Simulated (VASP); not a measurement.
Energy against volume of Ni$_{3}$Al (L1_2). All values below come from vdW-DF2, VASP's PBE PAW potentials (set 64) (plane waves; VASP). Settings: 520 eV cut-off, 8×8×8 Γ-centred mesh, first-order Methfessel-Paxton smearing of 0.10 eV, potentials Al Ni.

```
V (Å³/atom)  E (eV/atom)
-----------  -----------
11.341          -2.41653
11.703          -2.43374
12.065          -2.43894
12.427          -2.43403
```

Task: Fit these four points and predict the energy of the run at 12.789 Å³/atom.

Result: A cubic in V^(−2/3), the third-order Birch-Murnaghan form, passes through the four points with V0 = 12.06 Å³/atom and B0 = 149 GPa, and gives -2.4206 eV/atom there. The run gave -2.4206 eV/atom, +0.0 meV/atom from the fit; all five points give B0 = 149 GPa.

The compound is Ni3Al in the L1_2 structure. It was relaxed first, which changed the volume by +6 %.
